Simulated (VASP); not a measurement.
Data:

```
CELL_PARAMETERS angstrom
      0.00000     2.58144     2.58144
      2.58144     0.00000     2.58144
      2.58144     2.58144     0.00000
ATOMIC_POSITIONS crystal
  Si 0.00000 0.00000 0.00000
  Si 0.25000 0.25000 0.25000
```

Computed with PBEsol GGA, VASP's PBE PAW potentials (set 64) (plane waves; VASP). Numerical set-up: 500 eV cut-off, 9×9×9 Γ-centred mesh, Gaussian smearing of 0.050 eV, potentials Si.

Question: Estimate the energy per atom (σ→0), pressure.

Answer: 
```json
{
  "energy per atom (σ→0)": "-5.589 eV/atom",
  "pressure": "19.97 GPa"
}
```

Only differences to runs with the same potentials and settings are physical.

The compound is Si in the diamond structure. It was relaxed first under an external pressure of 20 GPa.
